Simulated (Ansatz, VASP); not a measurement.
# BiB in two plane-wave programs, part 2 of 2

Aim: how closely do two programs agree when they are given the same cell, functional and k mesh? The cell is invented: As first built, before any earlier steps moved the atoms (in the runner's words): it takes the BP structure with some of its atoms replaced by other elements, volume scaled by an estimate. It may not be a known or stable phase. The cell is taken from a series of VASP runs on this material, whose earlier steps may have relaxed, scaled or displaced it; both programs get it as it stands.

VASP 6.6.1 and Ansatz 0.2.0.

So far: The structure; VASP: band structure, r2SCANh with an exact-exchange share of 0.1.

## Step 3: Ansatz: band structure, r2SCANh with an exact-exchange share of 0.1

Level of this step: Ansatz beside VASP: Kohn-Sham DFT, plane waves, r2SCANh (Ansatz).

Ansatz runs on its default PAW (the set named soft_2) files.

The same cell, functional, mesh and smearing now go to Ansatz, which takes its cutoff from its data sets.

Input file input.yaml:

```yaml
crystal:
  lattice:
    - [0.0, 2.761376127, 2.761376127]
    - [2.761376127, 0.0, 2.761376127]
    - [2.761376127, 2.761376127, 0.0]
  atoms:
    - { symbol: Bi, position: [0.25, 0.25, 0.25] }
    - { symbol: B, position: [0.0, 0.0, 0.0] }
hamiltonian:
  xc: r2scanh
  pseudopotentials: { kind: paw }
kpoints:
  mp_grid: { grid: [4, 4, 4] }
  band_path:
    path:
      - [0.0, 0.0, 0.0]
      - [0.5, 0.0, 0.5]
      - [0.5, 0.2, 0.7]
      - [0.4, 0.35, 0.75]
      - [0.15, 0.15, 0.3]
      - [0.2, 0.2, 0.2]
      - [0.55, 0.4, 0.55]
      - [0.6, 0.25, 0.65]
      - [0.5, 0.25, 0.75]
      - [0.5, 0.5, 0.5]
      - [0.375, 0.375, 0.75]
      - [0.5, 0.0, 0.5]
    npoints: 1
scf:
  occupations: { method: gaussian, width: 0.02 }
  n_extra_bands: 7
output:
  forces: true
  stress: true
  eigenvalues: true
```

Launch:

```bash
ansatz run input.yaml --threads 4 --pin off --max-ram 9216MiB --backend cpu --events-out ev --progress --plain --runs-dir out
```

Numbers of over 12 decimals in the logs are rounded to 6 here.

The program printed:

```text
Warning: output.stress: scf.convergence.dr2_threshold = 1e-7 eV (the SCF's general default) is looser than the 2e-10 eV advised for a printed stress (1e-10 eV for each atom of the cell: 2). What an SCF threshold leaves in a stress goes as its square root, and in the free energy as the threshold itself, and one threshold admits the most on a small cell: [figures from the program's tests cut] Set scf.convergence.dr2_threshold to 2e-10 eV or tighter. The threshold is an SCF's pass mark: one that does not reach it within its budget of iterations ends unconverged, or closes short of it on a stop that the run arms, and scf.convergence.dr2_threshold's page says what that costs each kind of run
Warning: output.stress: scf.exx.energy_threshold = 1e-6 eV is looser than the 2e-8 eV advised for a stress under a hybrid functional (1e-8 eV for each atom of the cell: 2). Every SCF of the exchange loop can meet its threshold on dr2 while the loop round them stops early: no threshold on dr2 bounds what that leaves in the stress. Set scf.exx.energy_threshold to 2e-8 eV or tighter. The threshold is the loop's pass mark: a loop that does not reach it within its budget of cycles ends unconverged, and scf.exx.energy_threshold's page has the law
scf.n_extra_bands = 7 over 9 filled bands (N_el = 18.0): the run solves 16 bands
Engine: ansatz 0.2.0, aarch64-unknown-linux-gnu
Pseudopotentials: kind: paw
Pseudopotential: Bi, paw, valence charge 15, recommended cutoff 500 eV (meta_gga), Bi.paw.azcp
Pseudopotential: B, paw, valence charge 3, recommended cutoff 500 eV (meta_gga), B.paw.azcp
Functional definition: r2SCANh
  parameter a = 0.1
  parameter k0 = 0.174
  parameter k1 = 0.065
  parameter a1 = 4.9479
  exchange = (1 - a)*r2scan_x(k0 = k0, k1 = k1, a1 = a1) + a*exact_x
  correlation = r2scan_c
Crystal: 2 atoms, lattice volume = 42.112 Å³
Basis set: ecut = 500 eV, 1067 PW (Γ), exchange–correlation on 120×120×120 points (64 copies of the dense FFT grid, shifted against one another)
Bands: 16, of which v1, the nominal top of the filled ones, is band 9 counted from 1 (8 counted from 0)
Symmetry: 24 space group operations
Space group: F-43m (ITA 216), of the structure as read, at distance tolerance 3.5e-5 Å
k-points: 8 of 64 (time reversal used)
Non-local potential: Bi, projectors of the file, l = 0: 2, l = 1: 2, l = 2: 2, l = 3: 2
Non-local potential: B, projectors of the file, l = 0: 2, l = 1: 2, l = 2: 1
PAW form: soft (Blöchl's): semilocal exchange-correlation on the pseudo side does not see the compensation charge
PAW frozen core: Bi, regenerated for the run's functional, and the local potential with it (the file was generated under x = pbe(κ = 0.804, μ = 0.219515), c = pbe(β = 0.066725))
PAW frozen core: B, regenerated for the run's functional, and the local potential with it (the file was generated under x = pbe(κ = 0.804, μ = 0.219515), c = pbe(β = 0.066725))
PAW one-centre angular grid: Bi, 590 points (default); XC on 160 Gauss nodes
PAW one-centre angular grid: B, 302 points (default); XC on 160 Gauss nodes
Initial density: superposition of atomic densities (neutral atoms: chi_scale 0, normalization atom), corrected by the library's trained network
Initial wavefunctions: pseudopotential atomic-orbital guess
Functional: x = r2scan, c = r2scan; τ floored in thin density (d = 2e-4 eV/Å³), warm-up for x = 0.9 r2scan + 0.1 exact, c = r2scan; τ floored in thin density (d = 2e-4 eV/Å³)
SCF iter   1: F=—  HF=-12565.839798 eV  |F-HF|=—  |Δ(HF+E_count)|=         —  Δρ=5.56e-3  dr2=1.27e-2  dr2_τ=6.20e-2  ethr=1.77e-3  ⟨swp⟩=12.2  Hψ=691  notcnv=0
preconditioner: auto → none  [insulator: Δε(μ)=0.220 eV  Ē_g=23.296 eV  σ=0.020 eV  W_gap=1.00  n_scr=14 (ndim 8)  ℏωp=24.3 eV  f_vac=0.010  D(μ)=0.00/eV (n_scr^D=0)]
SCF iter   2: F=—  HF=-12565.860493 eV  |F-HF|=—  |Δ(HF+E_count)|=   2.07e-2  Δρ=2.17e-3  dr2=1.49e-3  dr2_τ=1.20e-4  ethr=7.04e-5  ⟨swp⟩=4.6  Hψ=375  notcnv=0  defer=1
SCF iter   3: F=—  HF=-12565.860895 eV  |F-HF|=—  |Δ(HF+E_count)|=   4.02e-4  Δρ=1.16e-3  dr2=3.02e-4  dr2_τ=1.38e-5  ethr=8.25e-6  ⟨swp⟩=3.1  Hψ=269  notcnv=0
iter 4 solved again at ethr=8.33e-9 eV; its pass at ethr=1.68e-6 eV (dr2=1.50e-6 eV) is discarded
SCF iter   4: F=-12565.861078 eV  HF=-12565.861078 eV  |F-HF|=2.19e-7  |Δ(HF+E_count)|=   1.83e-4  Δρ=8.46e-5  dr2=1.63e-6  dr2_τ=2.50e-7  ethr=8.33e-9  ⟨swp⟩=4.0  Hψ=570  notcnv=0
SCF 1 stopped early in 4 iterations: F = -12565.861078 eV  dr2 = 1.63e-6
  greatest PAW one-centre occupation: 0.985 electrons in one spin orbital (limit 2), on the Bi atom at site 0 (counted from 0), in its partial waves of l = 2
Initial density: handed on by an earlier stage of this run
Initial wavefunctions: those handed on with the density
Functional: x = 0.9 r2scan + 0.1 exact, c = r2scan; τ floored in thin density (d = 2e-4 eV/Å³)
Frozen-core exchange: fock
SCF iter   1: F=—  HF=-12564.851223 eV  |F-HF|=—  |Δ(HF+E_count)|=         —  Δρ=1.62e-3  dr2=1.59e-3  dr2_τ=5.14e-5  ethr=9.05e-8  ⟨swp⟩=9.4  Hψ=712  notcnv=0
preconditioner: auto → none  [insulator: Δε(μ)=0.745 eV  Ē_g=14.207 eV  σ=0.020 eV  W_gap=1.00  n_scr=14 (ndim 8)  ℏωp=16.2 eV  f_vac=0.009  D(μ)=0.00/eV (n_scr^D=0)]
SCF iter   2: F=—  HF=-12564.850847 eV  |F-HF|=—  |Δ(HF+E_count)|=   3.75e-4  Δρ=2.81e-4  dr2=4.65e-5  dr2_τ=1.62e-6  ethr=9.05e-8  ⟨swp⟩=4.8  Hψ=390  notcnv=0
SCF iter   3: F=—  HF=-12564.851170 eV  |F-HF|=—  |Δ(HF+E_count)|=   3.23e-4  Δρ=1.35e-4  dr2=5.63e-6  dr2_τ=2.09e-7  ethr=9.05e-8  ⟨swp⟩=4.0  Hψ=286  notcnv=0
SCF iter   4: F=—  HF=-12564.851173 eV  |F-HF|=—  |Δ(HF+E_count)|=   2.15e-6  Δρ=4.44e-5  dr2=6.67e-7  dr2_τ=1.84e-8  ethr=3.02e-8  ⟨swp⟩=2.2  Hψ=208  notcnv=0
SCF iter   5: F=-12564.851173 eV  HF=-12564.851173 eV  |F-HF|=3.65e-9  |Δ(HF+E_count)|=   6.21e-7  Δρ=6.80e-6  dr2=1.27e-7  dr2_τ=1.45e-9  ethr=2.64e-9  ⟨swp⟩=3.5  Hψ=307  notcnv=0  defer=2
SCF 2 stopped early in 5 iterations: F = -12564.851173 eV  dr2 = 1.27e-7
hybrid outer 1: dexx = +2.611e-4 eV, tail = 4.29e-7 eV
Frozen-core exchange: fock
SCF iter   1: F=—  HF=-12564.851176 eV  |F-HF|=—  |Δ(HF+E_count)|=         —  Δρ=8.21e-6  dr2=3.62e-8  dr2_τ=6.62e-10  ethr=1.19e-8  ⟨swp⟩=5.6  Hψ=363  notcnv=0
preconditioner: auto → none  [insulator: Δε(μ)=0.756 eV  Ē_g=14.209 eV  σ=0.020 eV  W_gap=1.00  n_scr=14 (ndim 8)  ℏωp=16.2 eV  f_vac=0.009  D(μ)=0.00/eV (n_scr^D=0)]
SCF iter   2: F=-12564.851176 eV  HF=-12564.851176 eV  |F-HF|=1.56e-10  |Δ(HF+E_count)|=   1.24e-9  Δρ=2.29e-6  dr2=2.46e-9  dr2_τ=5.99e-11  ethr=1.94e-10  ⟨swp⟩=3.8  Hψ=246  notcnv=0
SCF 3 converged in 2 iterations: F = -12564.851176 eV  dr2 = 2.46e-9
  Residual-converged pass: ⟨swp⟩=3.6  Hψ=283  notcnv=0  max |occ|·‖R‖ = 2.4e-6 eV (tolerance 2.4e-6 eV)  dr2=2.45e-9  dr2_τ=5.86e-11  dr2_onsite=1.43e-10  max |Δocc| = 4.6e-164
hybrid outer 2: dexx = +9.396e-9 eV, tail = 5.34e-9 eV, Δε = 1.69e-4 eV (about 2.21e-5 eV left of the loop's levels)
NSCF: frozen V_eff on 12 k-points
hybrid SCF converged: 2 outer / 7 inner (+4 warm-up), last move |dexx| = 9.40e-9 eV, tail = 5.34e-9 eV
Stability not checked: this state was not tested for a lower state beside it, because the functional holds exact exchange (a hybrid, or Hartree-Fock), whose exchange loop this test does not read (fock_operator; see scf.lower_state_search)
Free energy (F): -12564.851176 eV
Frozen-core exchange: fock
Harris-Foulkes:  -12564.851176 eV  (|F-HF|=1.56e-10)
Internal energy: -12564.851176 eV  (E = F + TS)
E sigma→0 (E₀):  -12564.851176 eV
Fermi energy:    10.418764 eV
--- Per-component energies (eV) ---
  E_band       = -117.312112
  E_kinetic    = 346.196009
  E_local      = -1564.983205  (includes V_loc(G=0)·N_el)
  E_nonlocal   = 573.021851
  E_hartree    = 511.992929
  E_xc         = -153.567220
  E_vxc        = -174.280074  (∫ρ·V_xc dr)
  E_exx        = -18.962827  (= α·E_x^exact, valence–valence)
  E_paw        = -10766.605003  (= ΣΔE_a)
  E_vpaw       = -294.023615  (= ΣTr[D̂ρ^β])
  E_aug_tail   = -0.000271  (compensation charges beyond the density's cutoff)
  E_vtau       = 10.696503  (kinetic-family band-sum trace: ∫τ·v_τ [+ j·A + Jᵃ·Aᵃ] dr)
  E_ewald      = -1492.738907
  E_core_change = 0.795466  (= ΣΔE_core)
  E_smearing   = -0.000000  (= −TS)
  E_closure    = -0.000001  (closes the sum)
  Σ components = -12564.851176   (vs F -12564.851176, Δ=0.00e0)
--- Forces (eV/Å), atoms counted from 1 ---
  atom   1  Bi    -0.00000000     0.00000000     0.00000000
  atom   2  B      0.00000000     0.00000000    -0.00000000
  max |Σ_I F_I| component: 4.44e-16 eV/Å
--- Stress (GPa, compression-positive) ---
       -2.626749      -0.000000      -0.000000
       -0.000000      -2.626749       0.000000
       -0.000000       0.000000      -2.626749
  P = ⅓ Tr σ = -2.6267 GPa (-26.267 kbar)
--- Band table (eV; the first three rows and the last of 8) ---
  k-point 0: bands = [... 5 lower, -5.1332, 10.0403, 10.0403, 10.0403, 10.7967, 13.4157, 13.4157, 13.4157, ... 3 higher]
  k-point 1: bands = [... 5 lower, -4.3006, 4.9576, 8.9691, 8.9691, 11.3372, 14.6171, 14.6171, 15.7011, ... 3 higher]
  k-point 2: bands = [... 5 lower, -2.8944, 1.6902, 8.2868, 8.2868, 10.9566, 14.9178, 14.9178, 17.0768, ... 3 higher]
  k-point 7: bands = [... 5 lower, -1.7930, 1.7409, 5.1961, 5.6082, 14.2098, 14.7615, 15.8336, 16.8784, ... 3 higher]
```

Wall time 16 s (4 threads of Arm Neoverse V2, shared host); peak memory 0.74 GiB.

## Step 4: Comparison

Known differences besides the potentials themselves: exact exchange at q = 0 is treated differently, which shows on coarse meshes; VASP keeps PBE cores, Ansatz makes them for the functional; the cutoff is 500 eV in Ansatz and 420 eV in VASP; VASP takes a coarser grid for exact exchange (PRECFOCK = Fast). Total energies have different zeros and are not compared.

Both answers:

```csv
quantity,Ansatz,VASP,difference
gap over the path points (eV),0.756,0.768,-0.011
```

Levels at points of the path, from each program's valence-band top (eV; 3 filled, then empty):

```csv
k (reciprocal lattice),Ansatz,VASP
0.000 0.000 0.000,0.00 0.00 0.00 0.76 3.38 3.38,0.00 0.00 0.00 0.77 3.38 3.38
0.500 0.000 0.500,-8.61 -3.75 -3.75 1.43 1.58 9.56,-8.61 -3.75 -3.75 1.44 1.59 9.58
0.500 0.200 0.700,-8.33 -4.75 -4.38 3.79 4.02 6.54,-8.33 -4.75 -4.38 3.78 4.03 6.55
0.400 0.350 0.750,-8.30 -5.15 -3.33 2.10 4.48 7.69,-8.30 -5.15 -3.33 2.10 4.49 7.70
0.150 0.150 0.300,-4.51 -2.55 -0.68 2.31 4.25 4.38,-4.51 -2.54 -0.68 2.32 4.25 4.38
0.200 0.200 0.200,-4.01 -0.80 -0.80 1.43 4.32 4.32,-4.01 -0.81 -0.81 1.44 4.32 4.32
0.550 0.400 0.550,-8.21 -3.48 -2.19 2.17 4.48 5.71,-8.21 -3.48 -2.19 2.18 4.49 5.71
0.600 0.250 0.650,-8.30 -5.15 -3.33 2.10 4.48 7.69,-8.30 -5.15 -3.33 2.10 4.49 7.70
0.500 0.250 0.750,-8.30 -4.84 -4.43 4.17 4.72 5.79,-8.29 -4.84 -4.43 4.17 4.73 5.80
0.500 0.500 0.500,-8.35 -1.75 -1.75 0.92 4.88 4.88,-8.35 -1.76 -1.76 0.92 4.88 4.88
```

Among the levels compared at these points, filled levels agree within 6 meV and empty ones within 17 meV.

## Step 5: Results

| Property | Result |
| --- | --- |
| difference in gap over the path points (band structure, r2SCANh with an exact-exchange share of 0.1) | -0.011 eV |

What this shows: The difference in gap over the path points is -0.011 eV (band structure, r2SCANh with an exact-exchange share of 0.1), within the 0.08 eV picked in this series as the mark of a large difference. How closely two codes agree says nothing of how well the functional describes the real material.

[Lines on the potential files, build, host, timing and source positions are cut from VASP's logs without a mark.]

[Logs are printed without paths, hosts, clocks, repeated set-up lines and the standing remarks that a program may print on its own settings, such as how far it seeks lower states.]

[Hosts, paths, dates, database ids (printed as entryN), source tags and the programs' standing remarks are cut or masked in the printed files.]
